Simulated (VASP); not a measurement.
```yaml
crystal:
  lattice:
    - [4.22618, 0.00000, 0.00000]
    - [0.00000, 4.22618, 0.00000]
    - [0.00000, 0.00000, 4.22618]
  atoms:
    - { symbol: Ba, position: [0.00000, 0.00000, 0.00000] }
    - { symbol: Hf, position: [0.50000, 0.50000, 0.50000] }
    - { symbol: O, position: [0.50000, 0.00000, 0.50000] }
    - { symbol: O, position: [0.00000, 0.50000, 0.50000] }
    - { symbol: O, position: [0.50000, 0.50000, 0.00000] }
```

All values below come from revPBE GGA, VASP's PBE PAW potentials (set 64) (plane waves; VASP). Numerical set-up: 520 eV cut-off, Gaussian smearing of 0.050 eV, potentials Ba_sv Hf_pv O.

Unless said otherwise, spin-orbit coupling is left out, though it shifts the bands of the heavy elements here.

### Question
Give the energies of bands 11 to 22 at the high-symmetry points, in eV from the valence-band maximum.

### Answer

| band | Γ | X | M | R |
|---|---|---|---|---|
| 11 | -1.72 | -3.84 | -4.15 | -4.34 |
| 12 | -1.72 | -2.03 | -3.63 | -3.61 |
| 13 | -1.72 | -2.03 | -3.61 | -3.61 |
| 14 | -0.92 | -1.76 | -2.28 | -2.49 |
| 15 | -0.92 | -1.66 | -2.28 | -2.49 |
| 16 | -0.92 | -1.66 | -1.09 | -2.49 |
| 17 | -0.26 | -1.57 | -0.93 | 0.00 |
| 18 | -0.26 | -0.56 | -0.93 | 0.00 |
| 19 | -0.26 | -0.56 | -0.07 | 0.00 |
| 20 | 3.55 | 4.08 | 6.04 | 5.92 |
| 21 | 3.55 | 6.14 | 6.04 | 5.92 |
| 22 | 3.55 | 6.14 | 6.40 | 5.92 |

The gap is indirect, 3.55 eV, from the valence maximum at R to the conduction minimum at Γ.

The compound is BaHfO3 in the cubic perovskite structure. It was relaxed first.
